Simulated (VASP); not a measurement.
A run of VASP 6.6.1:

File INCAR:

```
SYSTEM = W
ALGO = Normal
EDIFF = 1E-6
ENCUT = 700
GGA = PE
ISIF = 2
ISMEAR = 1
LASPH = .TRUE.
LCHARG = .TRUE.
LREAL = .FALSE.
LVHAR = .TRUE.
LWAVE = .FALSE.
NELM = 100
PREC = Accurate
SIGMA = 0.1
```

The input KPOINTS:

```
k-points
0
G
  18 18 18
  0 0 0
```

Contents of POSCAR:

```
W                                       
1.0
   -1.5927890714      1.5927890714      1.5927890714
    1.5927890714     -1.5927890714      1.5927890714
    1.5927890714      1.5927890714     -1.5927890714
  W             
     1
Direct
     0.0000000000000000    0.0000000000000000    0.0000000000000000
```

Potentials or basis: VASP PAW PBE potentials, release 64 (W_sv).

The run is started by

```bash
$ cat potpaw_PBE.64/W_sv/POTCAR > POTCAR
$ mpirun -np 1 vasp_std > vasp.out
```

Hardware: 1 thread of Intel(R) Xeon(R) 6975P-C (Granite Rapids) (shared host).

Task: Estimate the wall time of this run.

Result: It took 10 s on 1 thread of Intel(R) Xeon(R) 6975P-C (Granite Rapids) (shared host), peak memory 0.18 GiB. Counts: scf iterations 11, k points 195.
